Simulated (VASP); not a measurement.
Energy against volume of BaTiO3 (cubic perovskite). All values below come from revTPSS meta-GGA, VASP's PBE PAW potentials (set 64) (plane waves; VASP). Run with 520 eV cut-off, 6×6×6 Γ-centred mesh, Gaussian smearing of 0.050 eV, potentials Ba_sv Ti_sv O.

```tsv
V (Å³/atom)	E (eV/atom)
12.562	-4.41232
12.951	-4.41998
13.340	-4.41494
13.728	-4.39918
```

Problem. Fit these four points and predict the energy of the run at 12.174 Å³/atom.

Solution. A cubic in V^(−2/3), the third-order Birch-Murnaghan form, passes through the four points with V0 = 12.98 Å³/atom and B0 = 172 GPa, and gives -4.3898 eV/atom there. The run gave -4.3897 eV/atom, +0.0 meV/atom from the fit; all five points give B0 = 172 GPa.

The compound is BaTiO3 in the cubic perovskite structure, the ideal cubic form; the compound distorts at low or room temperature. It was relaxed first.
